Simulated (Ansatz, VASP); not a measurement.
## AlNi: VASP beside Ansatz

Aim: how closely do two programs agree when they are given the same cell, functional and k mesh? The cell is taken from a series of runs on this material, whose earlier steps may have relaxed, scaled, displaced or heated it; both programs get it as it stands.

Method: plane waves, with VASP 6.6.1 beside it; zone-centre phonons at PBEsol, in Ansatz 0.2.0.

## 1. Set-up

Symmetry: P4/mmm, No. 123, tetragonal system. The conventional cell has a = 2.976 Å, b = 2.976 Å, c = 2.739 Å, α = 90.00°, β = 90.00°, γ = 90.00°. Nearest to Al lie 8 Ni at 2.51 Å and 2 Al at 2.74 Å. Nearest to Ni lie 8 Al at 2.51 Å and 2 Ni at 2.74 Å. Farther neighbours are not listed.

## 2. Ansatz: zone-centre phonons, PBEsol

Ansatz runs on its PAW soft_1 files.

Second derivatives magnify differences that forces hide, and they need a tight electronic threshold.

File input.yaml:

```yaml
crystal:
  lattice:
    - [2.9762086409, 0.0, 0.0]
    - [0.0, 2.9762086409, 0.0]
    - [0.0, 0.0, 2.7387397548]
  atoms:
    - { symbol: Al, position: [0.0, 0.0, 0.0] }
    - { symbol: Ni, position: [0.5, 0.5, 0.5] }
kpoints:
  mp_grid: { grid: [16, 16, 16] }
hamiltonian:
  xc: pbesol
  pseudopotentials: { kind: paw, azcp: { folder: soft_1 }, xc_functional: pbe }
scf:
  occupations: { method: methfessel_paxton, width: 0.2 }
output:
  eigenvalues: true
phonons:
  method: dfpt
```

On the command line:

```bash
ansatz run input.yaml --threads 4 --pin off --max-ram 10240MiB --backend cpu --events-out ev --progress --plain --runs-dir out
```

Numbers of over 12 decimals in the logs are rounded to 6 here.

What it wrote:

```text
zone centre: on kpoints.mp_grid the ground state, and the responses unless they are solved on pairs of k-points, stand on 729 of the mesh's 4096 k-points, reduced under 8 symmetry operations, with k and −k counted as one. Each operation leaves every solved displacement unchanged or reverses it
Engine: ansatz 0.2.0, x86_64-unknown-linux-gnu
Pseudopotentials: kind: paw
Pseudopotential: Al, paw, valence charge 3, recommended cutoff 420 eV (normal), soft_1/Al.paw.azcp
Pseudopotential: Ni, paw, valence charge 18, recommended cutoff 420 eV (normal), soft_1/Ni.paw.azcp
Functional definition: PBEsol
  exchange = pbesol_x
  correlation = pbesol_c
Crystal: 2 atoms, lattice volume = 24.259 Å³
Basis set: ecut = 420 eV, 477 PW (Γ), exchange–correlation on 40×40×40 points (8 copies of the dense FFT grid, shifted against one another)
Bands: 15, of which v1, the nominal top of the filled ones, is band 11 counted from 1 (10 counted from 0)
Symmetry: 16 space group operations
k-points: 729 of 4096 (irreducible under 8 space group operations)
Non-local potential: Al, projectors of the file, l = 0: 2, l = 1: 2, l = 2: 1
Non-local potential: Ni, projectors of the file, l = 0: 3, l = 1: 2, l = 2: 3, l = 3: 1
PAW form: soft (Blöchl's): semilocal exchange-correlation on the pseudo side does not see the compensation charge
PAW frozen core: Al, regenerated for the run's functional, and the local potential with it (the file was generated under x = pbe(κ = 0.804, μ = 0.219515), c = pbe(β = 0.066725))
PAW frozen core: Ni, regenerated for the run's functional, and the local potential with it (the file was generated under x = pbe(κ = 0.804, μ = 0.219515), c = pbe(β = 0.066725))
PAW one-centre angular grid: Al, 110 points (default); XC on 64 Gauss nodes
PAW one-centre angular grid: Ni, 590 points (default); XC on 64 Gauss nodes
Initial density: superposition of atomic densities (chi_scale 0.1, normalization cell, long waves kept (reshape's long-wave potential 0.00 eV rms))
Initial wavefunctions: pseudopotential atomic-orbital guess
Functional: x = pbesol(κ = 0.804, μ = 0.123457), c = pbesol(β = 0.046)
SCF iter   1: F=—  HF=-6331.213308 eV  |F-HF|=—  |Δ(HF+E_count)|=         —  Δρ=8.33e-2  dr2=1.68e0  ethr=3.10e-3  ⟨swp⟩=4.1  Hψ=48648  notcnv=0
preconditioner: auto → none  [metal: Δε(μ)=0.014 eV  Ē_g=10.022 eV  σ=0.200 eV  W_gap=0.06  n_scr=6 (ndim 8)  ℏωp=27.2 eV  f_vac=0.000  D(μ)=0.75/eV (n_scr^D=6)  sad-step TF]
SCF iter   2: F=—  HF=-6331.050208 eV  |F-HF|=—  |Δ(HF+E_count)|=   1.63e-1  S|Δr|=    0.00e0  Δρ=6.05e-2  dr2=9.65e-1  ethr=3.10e-3  ⟨swp⟩=2.0  Hψ=19629  notcnv=0  defer=142
SCF iter   3: F=—  HF=-6330.850830 eV  |F-HF|=—  |Δ(HF+E_count)|=   1.99e-1  S|Δr|=    0.00e0  Δρ=2.49e-2  dr2=1.33e-1  ethr=3.10e-3  ⟨swp⟩=2.0  Hψ=13985  notcnv=0  defer=142
SCF iter   4: F=—  HF=-6330.829342 eV  |F-HF|=—  |Δ(HF+E_count)|=   2.15e-2  S|Δr|=    0.00e0  Δρ=5.41e-3  dr2=4.20e-3  ethr=6.32e-4  ⟨swp⟩=2.0  Hψ=19198  notcnv=0  defer=132
SCF iter   5: F=—  HF=-6330.829136 eV  |F-HF|=—  |Δ(HF+E_count)|=   2.06e-4  S|Δr|=    0.00e0  Δρ=4.49e-4  dr2=2.04e-5  ethr=2.00e-5  ⟨swp⟩=2.0  Hψ=14492  notcnv=0  defer=128
SCF iter   6: F=—  HF=-6330.829129 eV  |F-HF|=—  |Δ(HF+E_count)|=   6.55e-6  S|Δr|=    0.00e0  Δρ=1.14e-4  dr2=1.64e-6  ethr=9.73e-8  ⟨swp⟩=2.0  Hψ=18502  notcnv=0  defer=128
SCF iter   7: F=—  HF=-6330.829135 eV  |F-HF|=—  |Δ(HF+E_count)|=   5.90e-6  S|Δr|=    0.00e0  Δρ=2.19e-5  dr2=9.11e-8  ethr=7.80e-9  ⟨swp⟩=2.4  Hψ=16165  notcnv=0  defer=126
SCF iter   8: F=—  HF=-6330.829135 eV  |F-HF|=—  |Δ(HF+E_count)|=   1.22e-8  S|Δr|=    0.00e0  Δρ=1.20e-6  dr2=1.81e-10  ethr=4.34e-10  ⟨swp⟩=1.8  Hψ=13578  notcnv=0  defer=126
SCF iter   9: F=—  HF=-6330.829135 eV  |F-HF|=—  |Δ(HF+E_count)|=  7.91e-11  S|Δr|=    0.00e0  Δρ=3.11e-7  dr2=1.62e-11  ethr=1.00e-12  ⟨swp⟩=6.8  Hψ=48327  notcnv=0
SCF iter  10: F=-6330.829135 eV  HF=-6330.829135 eV  |F-HF|=0.00e0  |Δ(HF+E_count)|=  2.73e-12  S|Δr|=    0.00e0  Δρ=5.04e-8  dr2=3.66e-13  ethr=1.00e-12  ⟨swp⟩=4.5  Hψ=38230  notcnv=0
SCF 1 converged in 10 iterations: F = -6330.829135 eV  dr2 = 3.66e-13
  greatest PAW one-centre occupation: 1.001 electrons in one spin orbital (limit 2), on the Ni atom at site 1 (counted from 0), in its partial waves of l = 1
DFPT response loops at Γ: preconditioner auto → Kerker (q_TF=auto, 2.663 Å⁻¹) (partly filled bands, converged f_vac=0.000); β = 1.00, the filter's whole step (`scf.mixing.beta` (0.50) is not read by the response loops under this deck's `scf.mixing.preconditioner`; to damp them name `kerker` or `kerker_dos`, under which they read `scf.mixing.beta`, and type it under 1.00, their step now; both keys bind the ground state too); Broyden in place of MSR1
SCF converged after 10 iterations
Stability not checked: this state was not tested for a lower state beside it, because cold or Methfessel-Paxton smearing, or corrected tetrahedra, fill the levels in a way that the test cannot read (fill_not_monotonic; see scf.lower_state_search)
Free energy (F): -6330.829135 eV
Harris-Foulkes:  -6330.829135 eV  (|F-HF|=0.00e0)
Internal energy: -6330.829499 eV  (E = F + TS)
E sigma→0 (E₀):  -6330.829226 eV
Entropy (-TS):   0.000364 eV (0.182 meV/atom)
Fermi energy:    13.504394 eV
--- Per-component energies (eV) ---
  E_band       = -344.044024
  E_kinetic    = 367.722593
  E_local      = -3774.470950  (includes V_loc(G=0)·N_el)
  E_nonlocal   = -105.569811
  E_hartree    = 1974.454663
  E_xc         = -151.145375
  E_vxc        = -176.785678  (∫ρ·V_xc dr)
  E_paw        = -2080.640605  (= ΣΔE_a)
  E_vpaw       = -603.850356  (= ΣTr[D̂ρ^β])
  E_aug_tail   = 0.000904  (compensation charges beyond the density's cutoff)
  E_ewald      = -2561.397346
  E_core_change = 0.216428  (= ΣΔE_core)
  E_smearing   = 0.000364  (= −TS)
  E_closure    = -0.000000  (closes the sum)
  Σ components = -6330.829135   (vs F -6330.829135, Δ=0.00e0)
--- Band table (eV; the first three rows and the last of 729) ---
  k-point 0: bands = [... 7 lower, 11.8424, 12.0894, 12.0894, 17.9499, 17.9499, 20.9851, 21.2221, 21.5484]
  k-point 1: bands = [... 7 lower, 11.8477, 12.0441, 12.0441, 18.0595, 18.0595, 19.7316, 21.2363, 22.4590]
  k-point 2: bands = [... 7 lower, 11.8629, 11.9207, 11.9207, 18.1179, 18.3767, 18.3767, 21.2788, 23.2179]
  k-point 728: bands = [... 7 lower, 12.4529, 12.6279, 15.4404, 15.4404, 15.5808, 17.1237, 17.3330, 18.2117]
--- Phonons (Γ-DFPT): 4 representative perturbations + reference, on 729 of 4096 k-points (Σ response iterations 13) ---
  k mesh reduced under 8 symmetry operations, with k and −k counted as one. Each operation leaves every solved displacement unchanged or reverses it
  ASR residual: 2.932e-5 → 0.000e0 eV/Å²; symmetrization residual: 3.345e-7 eV/Å²
  ASR residual per site (eV/Å²): 1.65e-5 2.93e-5
  Γ frequencies (cm⁻¹): 0.00 0.00 0.00 278.43 279.18 279.18
  non-analytic LO–TO correction: not included (Born effective charges unavailable; polar crystals: no LO–TO splitting at Γ)
```

[end of part 1 of 2]

[Lines on the potential files, build, host, timing and source positions are cut from VASP's logs without a mark.]

[Logs are printed without paths, hosts, clocks, repeated set-up lines and the standing remarks that a program may print on its own settings, such as how far it seeks lower states.]

[Hosts, paths, dates, database ids (printed as entryN), source tags and the programs' standing remarks are cut or masked in the printed files.]
